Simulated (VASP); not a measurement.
Consider the following.

```
As
1.0
    0.00000     2.10039     2.10039
    2.10039     0.00000     2.10039
    2.10039     2.10039     0.00000
As
1
Direct
  0.00000   0.00000   0.00000
```

All values below come from PBEsol GGA, VASP's PBE PAW potentials (set 64) (plane waves; VASP 6.6.1). Settings: 400 eV cut-off, Gaussian smearing of 0.050 eV, potentials As.

Problem. Give the energies of bands 2 to 5 at the high-symmetry points, in eV from the Fermi level.

Solution. 
| band | Γ | X | U | L | W |
|---|---|---|---|---|---|
| 2 | 5.94 | -5.89 | -4.83 | -7.02 | -3.81 |
| 3 | 5.94 | 0.50 | -3.67 | 4.16 | -3.81 |
| 4 | 5.94 | 0.50 | 1.43 | 4.16 | -1.90 |
| 5 | 12.43 | 4.95 | 6.20 | 9.89 | 11.03 |

It has no gap at this level: it comes out as a metal or semimetal.

The structure was generated: As was put into the fcc type (Fm-3m), which need not be its known phase. It was relaxed first.
